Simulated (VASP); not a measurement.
Method: revPBE GGA, VASP's PBE PAW potentials (set 64) (plane waves; VASP).

VASP ran on this input.

### INCAR
```
ALGO = Normal
EDIFF = 1E-6
EDIFFG = -0.01
ENCUT = 520
GGA = RE
IBRION = 2
ISIF = 3
ISMEAR = 0
LASPH = .True.
LCHARG = .False.
LREAL = .False.
LWAVE = .False.
NELM = 100
NSW = 60
PREC = Accurate
SIGMA = 0.05
SYSTEM = MgO
```

### KPOINTS
```
Automatic mesh
0
gamma
 10 10 10
0 0 0
```

File POSCAR:
```
MgO
1
    0.0000000000     2.1399163324     2.1399163324
    2.1399163324     0.0000000000     2.1399163324
    2.1399163324     2.1399163324     0.0000000000
Mg O
1 1
Direct
  0.0000000000   0.0000000000   0.0000000000
  0.5000000000   0.5000000000   0.5000000000
```

POTCAR, in this order: Mg O (PBE.64 set). Program: vasp_std.

The resulting files:

OSZICAR:
```
       N       E                     dE             d eps       ncg     rms          rms(c)
DAV:   1     0.125774808815E+02    0.12577E+02   -0.48787E+03   872   0.880E+02
DAV:   2    -0.125135711382E+02   -0.25091E+02   -0.23904E+02   936   0.137E+02
DAV:   3    -0.128685592587E+02   -0.35499E+00   -0.35499E+00   952   0.181E+01
DAV:   4    -0.128691572348E+02   -0.59798E-03   -0.59798E-03  1024   0.677E-01
DAV:   5    -0.128691580065E+02   -0.77170E-06   -0.77170E-06   984   0.132E-02    0.722E+00
DAV:   6    -0.113330050637E+02    0.15362E+01   -0.10299E+01   752   0.224E+01    0.235E+00
DAV:   7    -0.113251520333E+02    0.78530E-02   -0.52620E-02   816   0.273E+00    0.135E+00
DAV:   8    -0.113264639383E+02   -0.13119E-02   -0.31789E-02   760   0.267E+00    0.175E-01
DAV:   9    -0.113263579865E+02    0.10595E-03   -0.70505E-04  1056   0.225E-01    0.752E-02
DAV:  10    -0.113265468190E+02   -0.18883E-03   -0.25394E-04   768   0.169E-01    0.975E-03
DAV:  11    -0.113265473929E+02   -0.57397E-06   -0.28443E-06  1064   0.193E-02
   1 F= -.11326547E+02 E0= -.11326547E+02  d E =-.113265E+02
```

OUTCAR:
```
------------------------ aborting loop because EDIFF is reached ----------------------------------------
  FORCE on cell =-STRESS in cart. coord.  units (eV):
  Direction    XX          YY          ZZ          XY          YZ          ZX
  --------------------------------------------------------------------------------------
  Total       -0.0009132     -0.0009132     -0.0009132      0.0000000     -0.0000000      0.0000000
  in kB       -0.0746533     -0.0746533     -0.0746533      0.0000000     -0.0000000      0.0000000
  external PRESSURE =      -0.0746533 kB  Pullay stress =       0.0000000 kB
  volume of cell :       19.60
      direct lattice vectors                 reciprocal lattice vectors
     0.000000000  2.139916332  2.139916332    -0.233653995  0.233653995  0.233653995
     2.139916332  0.000000000  2.139916332     0.233653995 -0.233653995  0.233653995
     2.139916332  2.139916332  0.000000000     0.233653995  0.233653995 -0.233653995
  FREE ENERGIE OF THE ION-ELECTRON SYSTEM (eV)
  ---------------------------------------------------
  free  energy   TOTEN  =       -11.3265473929 eV

  energy  without entropy=      -11.3265473929  energy(sigma->0) =      -11.32654739

 reached required accuracy - stopping structural energy minimisation
```
(Selected blocks of OUTCAR.)

The compound is MgO in the rock salt structure. It was relaxed first, which changed the volume by +5 %. The start is the result of an earlier pass.
